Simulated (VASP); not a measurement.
Input:

```
CELL_PARAMETERS angstrom
      2.76070     1.59389     4.52924
     -2.76070     1.59389     4.52924
      0.00000    -3.18778     4.52924
ATOMIC_POSITIONS crystal
  Bi 0.99353 0.99353 0.99353
  Bi 0.49353 0.49353 0.49353
  Fe 0.21728 0.21728 0.21728
  Fe 0.71728 0.71728 0.71728
  O  0.39725 0.53063 0.94641
  O  0.94641 0.39725 0.53063
  O  0.53063 0.94641 0.39725
  O  0.44641 0.03063 0.89725
  O  0.03063 0.89725 0.44641
  O  0.89725 0.44641 0.03063
```
Starting moments (μB, in the order of the record's atoms Bi Bi Fe Fe O O O O O O): 0.0 0.0 3.1 3.1 0.1 0.1 0.1 0.1 0.1 0.1.

These are PBE GGA with D3 dispersion (Becke-Johnson damping), VASP's PBE PAW potentials (set 64) (plane waves; VASP 6.6.1) values and carry that method's errors. Run with 520 eV cut-off, 8×8×8 Γ-centred mesh, tetrahedra with Blöchl corrections, potentials Bi_d Fe O.

The moments were started parallel, and other spin orders were not tried in this run.  Unless said otherwise, spin-orbit coupling is left out, though it shifts the bands of the heavy elements here.

Problem. Predict the cell moment, energy per atom (σ→0), band gap (on the k-mesh) with the smallest direct gap where there is one.

Solution. 
The band gap (on the k-mesh) is none (metal, semimetal or under 0.01 eV) and the cell moment comes out as 7.17 μB. The energy per atom (σ→0) comes out as -6.795 eV/atom.

Problem. Give the moment on each site (PAW-sphere projection).

Solution. 
| site | moment (μB) |
|---|---|
| Bi1 | 0.03 |
| Bi2 | 0.03 |
| Fe3 | 3.12 |
| Fe4 | 3.12 |
| O5 | 0.10 |
| O6 | 0.10 |
| O7 | 0.10 |
| O8 | 0.10 |
| O9 | 0.10 |
| O10 | 0.10 |

The absolute energy has meaning only against runs of the same code, potentials and settings.

The structure comes from a measured FeBiO3 entry (R3c) of the Crystallography Open Database, whose conditions weren't checked. It was relaxed first.
